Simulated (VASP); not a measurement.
Input for VASP

KPOINTS:
```
Automatic mesh
0
gamma
 13 13 10
```

### INCAR
```
SYSTEM  =  FePt
PREC  =  Accurate; ENCUT  =  520; LREAL  =  .False.
LASPH  =  .True.
EDIFF  =  1E-7; NELM  =  100; ALGO  =  Normal
LMAXMIX  =  6
ISMEAR  =  1; SIGMA  =  0.1
GGA  =  CX; LUSE_VDW  =  .True.; AGGAC  =  0.0
MAGMOM  =  2.8 0.3
ISPIN  =  2
IBRION  =  2; NSW  =  30; ISIF  =  4
EDIFFG  =  -0.01
LWAVE  =  .False.; LCHARG  =  .False.; LORBIT  =  10
```

### POSCAR
```
FePt
1
    2.7210113128     0.0000000000     0.0000000000
    0.0000000000     2.7210113128     0.0000000000
    0.0000000000     0.0000000000     3.7616198972
Fe Pt
1 1
Direct
  0.0000000000   0.0000000000   0.0000000000
  0.5000000000   0.5000000000   0.5000000000
```

POTCAR, in this order: Fe Pt (PBE.64 set). Program: vasp_std.

Question: Write an equivalent input for Quantum ESPRESSO's pw.x.

Answer: One equivalent input (not run):
```
&CONTROL
  calculation = 'vc-relax'
  pseudo_dir = './pseudo'
  outdir = './out'
  tprnfor = .true.
  tstress = .true.
  nstep = 30
  forc_conv_thr = 0.00039
/
&SYSTEM
  ibrav = 0
  nat = 2
  ntyp = 2
  ecutwfc = 90
  occupations = 'smearing'
  smearing = 'methfessel-paxton'
  degauss = 0.00735
  input_dft = 'vdw-df-cx'
  nspin = 2
  starting_magnetization(1) = 0.28
  starting_magnetization(2) = 0.03
/
&ELECTRONS
  conv_thr = 7.3e-09
  electron_maxstep = 100
/
&IONS
/
&CELL
  cell_dofree = 'shape'
/
ATOMIC_SPECIES
  Fe 55.845 Fe.upf
  Pt 195.084 Pt.upf
CELL_PARAMETERS angstrom
     2.7210113    0.0000000    0.0000000
     0.0000000    2.7210113    0.0000000
     0.0000000    0.0000000    3.7616199
ATOMIC_POSITIONS crystal
  Fe   0.0000000  0.0000000  0.0000000
  Pt   0.5000000  0.5000000  0.5000000
K_POINTS automatic
  13 13 10 0 0 0
```
What does not carry over: the potentials are each code's own (VASP's PAW set, PseudoDojo norm-conserving files in pw.x), so ENCUT and ecutwfc are chosen apart and not converted; conv_thr bounds pw.x's estimated SCF error, while EDIFF bounds the energy change between steps; starting_magnetization is a fraction of the valence charge and MAGMOM a moment in μB, so they match only roughly; forc_conv_thr acts on force components and is met together with etot_conv_thr.

The compound is FePt in the L1_0 structure. This cell is one point of a volume scan, at 1.03 of the reference volume. Symmetry was kept, so distortions that lower it aren't found.
